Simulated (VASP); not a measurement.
An input for Ansatz (written as the equivalent of a VASP run, and not itself run):

Ansatz 0.2 input:
```yaml
crystal:
  lattice:
    - [4.6351523, 0.0000000, 0.0000000]
    - [0.0000000, 4.6351523, 0.0000000]
    - [0.0000000, 0.0000000, 9.8027109]
  atoms:
    - { symbol: Ba, position: [0.0000000, 0.5000000, 0.6405737] }
    - { symbol: Ba, position: [0.5000000, 0.0000000, 0.3594263] }
    - { symbol: Cd, position: [0.5000000, 0.5000000, 0.0000000] }
    - { symbol: Cd, position: [0.0000000, 1.0000000, 1.0000000] }
    - { symbol: Sb, position: [0.0000000, 0.5000000, 0.1850638] }
    - { symbol: Sb, position: [0.5000000, 0.0000000, 0.8149362] }
    - { symbol: F, position: [0.5000000, 0.5000000, 0.5000000] }
    - { symbol: F, position: [0.0000000, 0.0000000, 0.5000000] }
kpoints:
  mp_grid: { grid: [5, 5, 2] }
hamiltonian:
  xc: r2scan
  pseudopotentials: { kind: paw }
scf:
  occupations: { method: gaussian, width: 0.05 }
  max_iter: 100
relax:
  max_steps: 60
  f_tol: 0.02
  cell: {}
output: { forces: true, stress: true, eigenvalues: true }
```

Write the VASP files for the same calculation (r2SCAN).

This is not unique; one that fits is 
File KPOINTS:
```
K-points
0
Gamma
5 5 2
```

INCAR:
```
# general
SYSTEM =BaCdSbF
PREC   =Accurate
ENCUT  =520   # plane-wave cut-off (eV)
LREAL  =F
LASPH  =T

# electronic loop
EDIFF  =1E-6
NELM   =100   # most electronic steps
ALGO   =Normal   # blocked Davidson
LMAXMIX=4   # l cut-off of mixed one-centre charges
LMIXTAU=T

# smearing
ISMEAR =0   # Gaussian
SIGMA  =0.05   # width (eV)

# functional
METAGGA=R2SCAN

# ions
IBRION =2   # conjugate gradients
NSW    =60   # most ionic steps
ISIF   =3   # ions, shape and volume
EDIFFG =-0.02   # ionic stop

# output
LWAVE  =F
LCHARG =F
```

POSCAR:
```
BaCdSbF
1.0
  4.6351523479   0.0000000000   0.0000000000
  0.0000000000   4.6351523479   0.0000000000
  0.0000000000   0.0000000000   9.8027108546
Ba Cd Sb F
2 2 2 2
Cartesian
  0.0000000000   2.3175761740   6.2793583504
  2.3175761740   0.0000000000   3.5233525042
  2.3175761740   2.3175761740   0.0000000000
  0.0000000000   4.6351523479   9.8027108546
  0.0000000000   2.3175761740   1.8141272514
  2.3175761740   0.0000000000   7.9885836032
  2.3175761740   2.3175761740   4.9013554273
  0.0000000000   0.0000000000   4.9013554273
```

POTCAR, in this order: Ba_sv Cd Sb F (PBE.64 set). Program: vasp_std.

The two are equivalent in intent, not identical: each code has its own PAW files, so the cut-off isn't converted (ENCUT is set for VASP's; basis.ecutwfc is left out, and Ansatz then takes the one that its files recommend); Ansatz stops its SCF on the density residual and VASP on the energy change (EDIFF).

The structure comes from a computed database's BaCdSbF entry (P4/nmm); how it stands against other phases isn't given here. It was relaxed first. The start is the result of an earlier pass.
